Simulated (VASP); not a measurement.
A convergence study with VASP on MoSe₂ (2H layered): one setting is varied, all else stays as given below, so the limit is that of these other settings.

```xyz
6
Lattice="1.6450 -2.8492 0.0000 1.6450 2.8492 0.0000 0.0000 0.0000 12.9300" Properties=species:S:1:pos:R:3 pbc="T T T"
Mo     1.6450     0.9497     3.2325
Mo     1.6450    -0.9497     9.6975
Se     1.6450     0.9497    11.3655
Se     1.6450    -0.9497     4.9005
Se     1.6450    -0.9497     1.5645
Se     1.6450     0.9497     8.0295
```

The numbers are results of PBE GGA, VASP's PBE PAW potentials (set 64) (plane waves; VASP), not measurements. The tightest run used: 550 eV cut-off, 17×17×4 Γ-centred mesh, Gaussian smearing of 0.050 eV, potentials Mo_sv Se.

```csv
setting,E (eV/atom),pressure (GPa),irreducible k-points
1×1×1 mesh,-3.3807,26.11,1
2×2×1 mesh,-6.3402,5.60,2
3×3×1 mesh,-6.6491,3.26,3
4×4×1 mesh,-6.6568,3.19,4
5×5×1 mesh,-6.6380,3.52,5
6×6×1 mesh,-6.6378,3.51,7
```

Problem. These are the cheaper rows. Estimate the results at 17×17×4 mesh, and how far the last row shown lies from them.

Solution. 
```csv
quantity,tightest run,last row shown is off by
E (eV/atom),-6.6446,0.0069
pressure (GPa),3.35,0.16
```

Left out are rungs that failed or repeat a setting and relaxations that didn't move; long series are thinned to 24 rows.

The compound is MoSe2 in the 2H layered structure. The cell was not relaxed at this level.
